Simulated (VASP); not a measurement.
An input for Ansatz (written as the equivalent of a VASP run, and not itself run):

Ansatz 0.2 input:
```yaml
crystal:
  lattice:
    - [0.0000000, 2.8660342, 2.8660342]
    - [2.8660342, 0.0000000, 2.8660342]
    - [2.8660342, 2.8660342, 0.0000000]
  atoms:
    - { symbol: Al, position: [0.0000000, 0.0000000, 0.0000000] }
    - { symbol: As, position: [0.2500000, 0.2500000, 0.2500000] }
kpoints:
  mp_grid: { grid: [9, 9, 9] }
hamiltonian:
  xc: pbe
  pseudopotentials: { kind: paw }
scf:
  occupations: { method: tetrahedron }
  max_iter: 100
output: { forces: true, stress: true, eigenvalues: true }
```

### Question
Translate this input to VASP (INCAR, KPOINTS, POSCAR, choice of POTCAR).

### Answer
This is not unique; one that fits is 
File KPOINTS:
```
kpoints
0
Gamma
 9 9 9
```

INCAR:
```
SYSTEM = AlAs
PREC = Accurate; ENCUT = 400; LREAL = .FALSE.
LASPH = .TRUE.
EDIFF = 1E-7; NELM = 100; ALGO = Normal
LMAXMIX = 4
ISMEAR = -5
GGA = PE
ISIF = 2
LWAVE = .FALSE.; LCHARG = .TRUE.; LORBIT = 11
NEDOS = 601
```

### POSCAR
```
AlAs
1
    0.0000000000     2.8660342011     2.8660342011
    2.8660342011     0.0000000000     2.8660342011
    2.8660342011     2.8660342011     0.0000000000
Al As
1 1
Direct
  0.0000000000   0.0000000000   0.0000000000
  0.2500000000   0.2500000000   0.2500000000
```

POTCAR, in this order: Al As (PBE.64 set). Program: vasp_std.

What does not carry over: each code has its own PAW files, so the cut-off isn't converted (ENCUT is set for VASP's; basis.ecutwfc is left out, and Ansatz then takes the one that its files recommend); Ansatz stops its SCF on the density residual and VASP on the energy change (EDIFF).

The compound is AlAs in the zinc blende structure. It was relaxed first.
